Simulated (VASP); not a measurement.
Output of a VASP run:

**OSZICAR**
```
       N       E                     dE             d eps       ncg     rms          rms(c)
DAV:   1     0.208296305460E+03    0.20830E+03   -0.15049E+04  7076   0.234E+03
DAV:   2     0.168551491900E+02   -0.19144E+03   -0.18929E+03  7062   0.447E+02
DAV:   3    -0.821039157838E+00   -0.17676E+02   -0.17490E+02  8138   0.140E+02
DAV:   4    -0.136316795332E+01   -0.54213E+00   -0.54060E+00  7918   0.266E+01
DAV:   5    -0.138441939985E+01   -0.21251E-01   -0.21250E-01  9602   0.486E+00    0.197E+00
DAV:   6    -0.137279496072E+01    0.11624E-01   -0.34917E-02  9004   0.277E+00    0.108E+00
DAV:   7    -0.137177935139E+01    0.10156E-02   -0.20111E-02  9108   0.202E+00    0.159E-01
DAV:   8    -0.137195937267E+01   -0.18002E-03   -0.19436E-03  7642   0.632E-01    0.382E-02
DAV:   9    -0.137197342152E+01   -0.14049E-04   -0.60033E-05  9152   0.809E-02    0.129E-02
DAV:  10    -0.137197400563E+01   -0.58410E-06   -0.10101E-05  8056   0.441E-02    0.194E-03
DAV:  11    -0.137197406041E+01   -0.54787E-07   -0.34482E-07  6156   0.791E-03
   1 F= -.13719741E+01 E0= -.13718544E+01  d E =-.137197E+01
```

### OUTCAR
```
------------------------ aborting loop because EDIFF is reached ----------------------------------------
  FORCE on cell =-STRESS in cart. coord.  units (eV):
  Direction    XX          YY          ZZ          XY          YZ          ZX
  --------------------------------------------------------------------------------------
  Total       -0.9643757     -0.9643757     -0.9741147      0.0000000      0.0000000      0.0000000
  in kB      -26.3341737    -26.3341737    -26.6001150      0.0000000      0.0000000      0.0000000
  external PRESSURE =     -26.4228208 kB  Pullay stress =       0.0000000 kB
  volume of cell :       58.67
      direct lattice vectors                 reciprocal lattice vectors
    -2.997741013  2.997741013  1.632258529     0.000000000  0.166792261  0.306324023
     2.997741013 -2.997741013  1.632258529     0.166792261  0.000000000  0.306324023
     2.997741013  2.997741013 -1.632258529     0.166792261  0.166792261  0.000000000
 POSITION                                       TOTAL-FORCE (eV/Angst)
 -----------------------------------------------------------------------------------
      2.99774      0.00000      0.81613        -0.000000      0.000000     -0.000000
      0.00000      0.00000      0.00000         0.000000     -0.000000      0.000000
 -----------------------------------------------------------------------------------
    total drift:                               -0.000000     -0.000000      0.000000
  FREE ENERGIE OF THE ION-ELECTRON SYSTEM (eV)
  ---------------------------------------------------
  free  energy   TOTEN  =        -1.3719740604 eV

  energy  without entropy=       -1.3716151861  energy(sigma->0) =       -1.37185444

 reached required accuracy - stopping structural energy minimisation
```
(Selected blocks of OUTCAR.)

### POSCAR
```
Sn
1
   -2.9977410132     2.9977410132     1.6322585294
    2.9977410132    -2.9977410132     1.6322585294
    2.9977410132     2.9977410132    -1.6322585294
Sn
2
Direct
  0.2500000000   0.7500000000   0.5000000000
  0.0000000000   0.0000000000   0.0000000000
```

### Question
Write an INCAR and KPOINTS that could have produced this output.

### Answer
One answer among several that fit: the input of the run itself, optB86b-vdW, plane waves, VASP's PBE PAW potentials (set 64).

INCAR:
```
# general
SYSTEM   = Sn
PREC     = Accurate
ENCUT    = 520
LREAL    = F
LASPH    = T

# electronic loop
EDIFF    = 1E-7
NELM     = 100
ALGO     = Normal
LMAXMIX  = 4

# smearing
ISMEAR   = 1
SIGMA    = 0.1

# functional
GGA      = MK
LUSE_VDW = T
AGGAC    = 0.0
PARAM1   = 0.1234
PARAM2   = 1.0

# ions
IBRION   = 2
NSW      = 30
ISIF     = 4
EDIFFG   = -0.01

# output
LWAVE    = F
LCHARG   = F
```

File KPOINTS:
```
kpoints
0
G
  13 13 13
0 0 0
```

POTCAR, in this order: Sn_d (PBE.64 set). Program: vasp_std.

The compound is Sn in the beta structure. This cell is one point of a volume scan, at 1.06 of the reference volume.
